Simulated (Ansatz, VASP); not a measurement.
# Two plane-wave programs on Zr3SbH

```
Zr Sb H
1.0
     4.46206    0.00000    0.00000
     0.00000    4.46206    0.00000
     0.00000    0.00000    4.46206
Zr Sb H
3 1 1
Direct
  0.00000 0.50000 0.50000
  0.50000 0.00000 0.50000
  0.50000 0.50000 0.00000
  0.00000 0.00000 0.00000
  0.50000 0.50000 0.50000
```

Change from the starting cell: species swapped into the Mn3AgN type (Pm-3m, No. 221).

Alike in both runs: functional PBE; k mesh 4 × 4 × 4; occupations gaussian, width 0.1 eV; no spin polarisation.

Ansatz relaxed the structure, and its values are those at the end. VASP's run is a single point on that final structure, the one shown.

|  | VASP | Ansatz |
| --- | --- | --- |
| version | VASP 6.6.1 | Ansatz 0.2.0 |
| potentials or method | VASP PAW PBE potentials, release 64 (Zr_sv, Sb, H) | scalar-relativistic, plane waves, PAW |
| plane-wave cutoff (eV) | 520 | 420 |
| valence electrons in the cell | 42 | 52 |

|  | VASP | Ansatz | Ansatz less VASP |
| --- | --- | --- | --- |
| gap on the k mesh at the Fermi level (eV) | none | none | - |
| pressure (GPa) | 0.2 | 0.1 | -0.07 |

A gap of «none» marks a metal or a gap that the smearing closes. With one functional, cell and mesh, what is left measures potentials, basis and numerics. The two sets of potentials don't hold the same shells in valence.

Spin-orbit coupling is left out, which matters for the levels of Sb.
